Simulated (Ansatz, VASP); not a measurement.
# MoS3: VASP beside Ansatz, part 2 of 2

Wanted: the spread between two codes on one cell, functional and k mesh. The cell is generated by rule, not measured, and may not be a known phase. The cell is taken from a series of runs on this material, whose earlier steps may have relaxed, scaled, displaced or heated it; both programs get it as it stands.

VASP 6.6.1 and Ansatz 0.2.0.

So far: Starting point; VASP: zone-centre phonons, PBEsol.

The structure was built from a prototype and need not be the compound's stable phase.

### Step 3. Ansatz: zone-centre phonons, PBEsol

Level of this step: Ansatz beside VASP: Kohn-Sham DFT, plane waves, PBEsol (Ansatz).

Ansatz runs on norm-conserving files, of PseudoDojo where its log says so.

The same cell, functional, mesh and smearing now go to Ansatz, which takes its cutoff from its data sets.

Contents of input.yaml:

```yaml
crystal:
  lattice:
    - [4.6295550062, 0.0, 0.0]
    - [0.0, 4.6295550062, 0.0]
    - [0.0, 0.0, 4.6295550062]
  atoms:
    - { symbol: Mo, position: [0.0, 0.0, 0.0] }
    - { symbol: S, position: [0.0, 0.0, 0.5] }
    - { symbol: S, position: [0.0, 0.5, 0.0] }
    - { symbol: S, position: [0.5, 0.0, 0.0] }
kpoints:
  mp_grid: { grid: [8, 8, 8] }
hamiltonian:
  xc: pbesol
  pseudopotentials: { kind: nc, accuracy: standard }
scf:
  occupations: { method: methfessel_paxton, width: 0.15 }
output:
  eigenvalues: true
phonons:
  method: dfpt
```

Launch:

```console
$ ansatz run input.yaml --threads 4 --pin off --max-ram 7168MiB --backend cpu --events-out ev --progress --plain --runs-dir out
```

Numbers of over 12 decimals in the logs are rounded to 6 here.

What it wrote:

```text
zone centre: on kpoints.mp_grid the ground state, and the responses unless they are solved on pairs of k-points, stand on 125 of the mesh's 512 k-points, reduced under 8 symmetry operations, with k and −k counted as one. Each operation leaves every solved displacement unchanged or reverses it
Engine: ansatz 0.2.0, aarch64-unknown-linux-gnu
Pseudopotentials: kind: nc
Pseudopotential: Mo, nc, valence charge 14, recommended cutoff 1088.45545 eV (normal), Mo.nc.azcp (PseudoDojo's, or run here from an input of PseudoDojo's; its table is named by hamiltonian.pseudopotentials.accuracy)
Pseudopotential: S, nc, valence charge 6, recommended cutoff 707.496042 eV (normal), S.nc.azcp (PseudoDojo's, or run here from an input of PseudoDojo's; its table is named by hamiltonian.pseudopotentials.accuracy)
Functional definition: PBEsol
  exchange = pbesol_x
  correlation = pbesol_c
Crystal: 4 atoms, lattice volume = 99.224 Å³
Basis set: ecut = 1088.45545 eV, 8217 PW (Γ), exchange–correlation on 100×100×100 points (8 copies of the dense FFT grid, shifted against one another)
Bands: 20, of which v1, the nominal top of the filled ones, is band 16 counted from 1 (15 counted from 0)
Symmetry: 48 space group operations
k-points: 125 of 512 (irreducible under 8 space group operations)
Non-local potential: Mo, projectors of the file, l = 0: 2, l = 1: 2, l = 2: 2
Non-local potential: S, projectors of the file, l = 0: 2, l = 1: 2, l = 2: 2
Initial density: superposition of atomic densities (chi_scale 0.1, normalization cell, long waves kept (reshape's long-wave potential 0.00 eV rms))
Initial wavefunctions: pseudopotential atomic-orbital guess
Functional: x = pbesol(κ = 0.804, μ = 0.123457), c = pbesol(β = 0.046)
SCF iter   1: F=—  HF=-2812.871359 eV  |F-HF|=—  |Δ(HF+E_count)|=         —  Δρ=6.75e-2  dr2=7.07e0  ethr=3.10e-3  ⟨swp⟩=7.8  Hψ=15303  notcnv=0
preconditioner: auto → LDOS  [metal: Δε(μ)=0.006 eV  Ē_g=7.456 eV  σ=0.150 eV  W_gap=0.03  n_scr=18 (ndim 8)  ℏωp=18.3 eV  f_vac=0.103  D(μ)=4.35/eV (n_scr^D=32)  β→1.0]
SCF iter   2: F=—  HF=-2811.737202 eV  |F-HF|=—  |Δ(HF+E_count)|=    1.13e0  S|Δr|=    0.00e0  Δρ=1.30e-2  dr2=6.89e-2  ethr=3.10e-3  ⟨swp⟩=7.8  Hψ=24799  notcnv=0
automatic band count: the SCF goes on with 24 bands, as 20 were too few: they end inside the smearing window of the response
SCF iter   3: F=—  HF=-2811.735598 eV  |F-HF|=—  |Δ(HF+E_count)|=   1.60e-3  S|Δr|=    0.00e0  Δρ=3.10e-3  dr2=1.11e-2  ethr=2.15e-4  ⟨swp⟩=2.8  Hψ=5866  notcnv=0  defer=234
SCF iter   4: F=—  HF=-2811.734238 eV  |F-HF|=—  |Δ(HF+E_count)|=   1.36e-3  S|Δr|=    0.00e0  Δρ=3.03e-4  dr2=7.29e-5  ethr=3.48e-5  ⟨swp⟩=1.7  Hψ=2940  notcnv=0  defer=234
SCF iter   5: F=—  HF=-2811.734256 eV  |F-HF|=—  |Δ(HF+E_count)|=   1.81e-5  S|Δr|=    0.00e0  Δρ=3.85e-5  dr2=1.67e-6  ethr=2.28e-7  ⟨swp⟩=3.4  Hψ=5856  notcnv=0  defer=234
SCF iter   6: F=—  HF=-2811.733987 eV  |F-HF|=—  |Δ(HF+E_count)|=   2.69e-4  S|Δr|=    0.00e0  Δρ=5.83e-6  dr2=3.48e-8  ethr=5.20e-9  ⟨swp⟩=2.4  Hψ=4678  notcnv=0  defer=234
SCF iter   7: F=—  HF=-2811.733987 eV  |F-HF|=—  |Δ(HF+E_count)|=   1.15e-8  S|Δr|=    0.00e0  Δρ=5.36e-7  dr2=1.60e-10  ethr=1.09e-10  ⟨swp⟩=2.5  Hψ=4743  notcnv=0  defer=234
SCF iter   8: F=-2811.733987 eV  HF=-2811.733987 eV  |F-HF|=2.73e-12  |Δ(HF+E_count)|=  9.91e-11  S|Δr|=    0.00e0  Δρ=7.38e-8  dr2=9.36e-13  ethr=1.00e-12  ⟨swp⟩=16.0  Hψ=24283  notcnv=0
SCF 1 converged in 8 iterations: F = -2811.733987 eV  dr2 = 9.36e-13
DFPT response loops at Γ: preconditioner auto → Kerker (q_TF=auto, 2.259 Å⁻¹) (partly filled bands, converged f_vac=0.143); β = 1.00, the filter's whole step (`scf.mixing.beta` (0.50) is not read by the response loops under this deck's `scf.mixing.preconditioner`; to damp them name `kerker` or `kerker_dos`, under which they read `scf.mixing.beta`, and type it under 1.00, their step now; both keys bind the ground state too); Broyden in place of MSR1
SCF converged after 8 iterations
Stability not checked: this state was not tested for a lower state beside it, because cold or Methfessel-Paxton smearing, or corrected tetrahedra, fill the levels in a way that the test cannot read (fill_not_monotonic; see scf.lower_state_search)
Free energy (F): -2811.733987 eV
Harris-Foulkes:  -2811.733987 eV  (|F-HF|=2.73e-12)
Internal energy: -2811.736947 eV  (E = F + TS)
E sigma→0 (E₀):  -2811.734727 eV
Entropy (-TS):   0.002960 eV (0.740 meV/atom)
Fermi energy:    5.308875 eV
Step filling:    the computed levels leave a gap of 0.0354 eV = 0.2 smearing widths at the electron count; against every level under it full and every level over it empty, smearing changes F+E_penalty+E_count by +2.965 meV and its σ→0 estimate by +2.225 meV
--- Per-component energies (eV) ---
  E_band       = -299.532296
  E_kinetic    = 914.546214
  E_local      = -2841.175807  (includes V_loc(G=0)·N_el)
  E_nonlocal   = 359.378586
  E_hartree    = 900.581074
  E_xc         = -532.784715
  E_vxc        = -533.443429  (∫ρ·V_xc dr)
  E_ewald      = -1612.282299
  E_smearing   = 0.002960  (= −TS)
  E_closure    = -0.000000  (closes the sum)
  Σ components = -2811.733987   (vs F -2811.733987, Δ=0.00e0)
--- Band table (eV; the first three rows and the last of 125) ---
  k-point 0: bands = [... 12 lower, 3.6643, 4.2415, 4.2415, 4.2415, 4.9548, 4.9548, 4.9548, 6.0237, ... 4 higher]
  k-point 1: bands = [... 12 lower, 3.6692, 4.1691, 4.2315, 4.5645, 4.5645, 5.2210, 5.2210, 6.0290, ... 4 higher]
  k-point 2: bands = [... 12 lower, 3.5024, 3.6812, 4.0041, 4.6840, 4.6840, 5.9616, 5.9616, 6.0399, ... 4 higher]
  k-point 124: bands = [... 12 lower, 0.3685, 5.7851, 5.7851, 5.7851, 7.1005, 7.1005, 7.1005, 9.9567, ... 4 higher]
--- Phonons (Γ-DFPT): 3 representative perturbations + reference, on 125 of 512 k-points (Σ response iterations 9) ---
  k mesh reduced under 8 symmetry operations, with k and −k counted as one. Each operation leaves every solved displacement unchanged or reverses it
  ASR residual: 5.210e-5 → 0.000e0 eV/Å²; symmetrization residual: 2.400e-5 eV/Å²
  ASR residual per site (eV/Å²): 5.21e-5 4.51e-5 4.51e-5 4.51e-5
  Γ frequencies (cm⁻¹): 0.00 0.00 0.00 56.12 56.12 56.12 107.32 107.32 107.32 378.05 378.05 378.05
  non-analytic LO–TO correction: not included (Born effective charges unavailable; polar crystals: no LO–TO splitting at Γ)
```

In the SCF lines HF is the Harris–Foulkes energy and dr2 the Hartree energy of the density residual, in eV; the loop may stop once dr2 is under the threshold and the program's other checks hold. Hψ counts applications of the Hamiltonian.

### Step 4. Side by side

Known differences besides the potentials themselves: the cutoff is 1088.46 eV in Ansatz and 500 eV in VASP. Total energies have different zeros and are not compared.

Compared:

```
                  quantity  Ansatz   VASP  difference
optical mode 1 to 3 (cm⁻¹)    56.1   58.2     -3.58 %
optical mode 4 to 6 (cm⁻¹)   107.3  110.2     -2.58 %
optical mode 7 to 9 (cm⁻¹)   378.1  375.1     +0.78 %
```

Modes are paired by rising frequency, not by their patterns, so a pair may set unlike modes beside each other; they are those without the splitting of longitudinal modes.

### Step 5. Results

```json
{"r.m.s. difference of the optical zone-centre modes, each program's sorted by frequency (zone-centre phonons, PBEsol)": "2.6 cm⁻¹", "difference in optical mode 1 to 3 (zone-centre phonons, PBEsol)": "-3.6 %"}
```

In words: The r.m.s. difference of the optical zone-centre modes, each program's sorted by frequency is 2.6 cm⁻¹ (zone-centre phonons, PBEsol). Among the rows given in per cent, the largest difference of the zone-centre phonons, PBEsol pair is in optical mode 1 to 3, -3.6 %. How closely two codes agree says nothing of how well the functional describes the real material.

[Lines on the potential files, build, host, timing and source positions are cut from VASP's logs without a mark.]

[Logs are printed without paths, hosts, clocks, repeated set-up lines and the standing remarks that a program may print on its own settings, such as how far it seeks lower states.]

[Hosts, paths, dates, database ids (printed as entryN), source tags and the programs' standing remarks are cut or masked in the printed files.]
